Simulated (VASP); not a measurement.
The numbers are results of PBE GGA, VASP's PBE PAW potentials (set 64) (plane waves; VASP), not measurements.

The input files of a VASP run:

File POSCAR:
```
TaSi
1
    4.4035985282    -0.0000000000    -0.0000000000
   -2.2017992641     3.8136283856     0.0000000000
    0.0000000000    -0.0000000000     4.9873453139
Ta Si
2 2
Direct
  0.3333330000   0.6666670000   0.9374654928
  0.6666670000   0.3333330000   0.4374654928
  0.3333330000   0.6666670000   0.4375345072
  0.6666670000   0.3333330000   0.9375345072
```

KPOINTS:
```
k-points along high-symmetry lines
10
Line-mode
Reciprocal
  0.000000   0.000000   0.000000 ! GAMMA
  0.500000   0.000000   0.000000 ! M

  0.500000   0.000000   0.000000 ! M
  0.333333   0.333333   0.000000 ! K

  0.333333   0.333333   0.000000 ! K
  0.000000   0.000000   0.000000 ! GAMMA

  0.000000   0.000000   0.000000 ! GAMMA
  0.000000   0.000000   0.500000 ! A

  0.000000   0.000000   0.500000 ! A
  0.500000   0.000000   0.500000 ! L

  0.500000   0.000000   0.500000 ! L
  0.333333   0.333333   0.500000 ! H

  0.333333   0.333333   0.500000 ! H
  0.000000   0.000000   0.500000 ! A

  0.500000   0.000000   0.500000 ! L
  0.500000   0.000000   0.000000 ! M

  0.333333   0.333333   0.500000 ! H
  0.333333   0.333333   0.000000 ! K
```

### INCAR
```
ALGO  =  Normal
EDIFF  =  1E-7
ENCUT  =  400
GGA  =  PE
ICHARG  =  11
ISMEAR  =  0
LASPH  =  .TRUE.
LCHARG  =  .FALSE.
LMAXMIX  =  6
LORBIT  =  11
LREAL  =  .FALSE.
LWAVE  =  .FALSE.
NELM  =  100
PREC  =  Accurate
SIGMA  =  0.05
SYSTEM  =  TaSi
```

POTCAR, in this order: Ta_pv Si (PBE.64 set). Program: vasp_std. Read from the step before: CHGCAR.

Output of the run:

OSZICAR:
```
       N       E                     dE             d eps       ncg     rms          rms(c)
DAV:   1     0.168600045427E+03    0.16860E+03   -0.14351E+04  3756   0.121E+03
DAV:   2    -0.262404866574E+02   -0.19484E+03   -0.18995E+03  4151   0.316E+02
DAV:   3    -0.335557317322E+02   -0.73152E+01   -0.70364E+01  4707   0.517E+01
DAV:   4    -0.337148922185E+02   -0.15916E+00   -0.15668E+00  4453   0.696E+00
DAV:   5    -0.337190943471E+02   -0.42021E-02   -0.41890E-02  4527   0.984E-01
DAV:   6    -0.337192077019E+02   -0.11335E-03   -0.11325E-03  4783   0.152E-01
DAV:   7    -0.337192122360E+02   -0.45341E-05   -0.45326E-05  4607   0.244E-02
DAV:   8    -0.337192124708E+02   -0.23479E-06   -0.23523E-06  4516   0.448E-03
DAV:   9    -0.337192124849E+02   -0.14059E-07   -0.14033E-07  3509   0.915E-04
   1 F= -.33719212E+02 E0= -.33717606E+02  d E =-.321248E-02
```

**OUTCAR**
```
 val. band max:        4.8730691764   @ k =   0.0000   0.0000   0.0000

 cond. band min:       4.8889955273   @ k =   0.4444   0.1111   0.0000



 k-point     1 :       0.0000    0.0000    0.0000
  band No.  band energies     occupation
      1     -29.7324      2.00000
      2     -29.7324      2.00000
      3     -29.7082      2.00000
      4     -29.6755      2.00000
      5     -29.6755      2.00000
      6     -29.5757      2.00000
      7      -5.2585      2.00000
      8      -2.5890      2.00000
      9       2.2460      2.00000
     10       2.2460      2.00000
     11       2.4332      2.00000
     12       2.5347      2.00000
     13       2.5347      2.00000
     14       3.9225      2.00000
     15       3.9225      2.00000
     16       4.8731      1.29120
     17       6.7443      0.00000
     18       6.7443      0.00000
     19       7.0674      0.00000

 k-point     2 :       0.0556    0.0000    0.0000
  band No.  band energies     occupation
      1     -29.7328      2.00000
      2     -29.7325      2.00000
      3     -29.7072      2.00000
      4     -29.6762      2.00000
      5     -29.6754      2.00000
      6     -29.5766      2.00000
      7      -5.2297      2.00000
      8      -2.5817      2.00000
      9       2.2106      2.00000
     10       2.2548      2.00000
     11       2.4303      2.00000
     12       2.4951      2.00000
     13       2.5783      2.00000
     14       3.8828      2.00000
     15       3.8984      2.00000
     16       4.9237      0.28933
     17       6.7769      0.00000
     18       6.7871      0.00000
     19       7.0832      0.00000

 k-point     3 :       0.1111    0.0000    0.0000
  band No.  band energies     occupation
      1     -29.7338      2.00000
      2     -29.7329      2.00000
      3     -29.7045      2.00000
      4     -29.6782      2.00000
      5     -29.6748      2.00000
      6     -29.5791      2.00000
      7      -5.1443      2.00000
      8      -2.5628      2.00000
...
```

The density is held fixed in this step, so its total energy and stress have no physical meaning. Unless said otherwise, spin-orbit coupling is left out, though it shifts the bands of the heavy elements here.

The structure was generated: TaSi was put into the wurtzite type (P6_3mc), which need not be its known phase. It was relaxed first, which changed the volume by -39 %. The relaxed cell has space group P6_3/mmc.
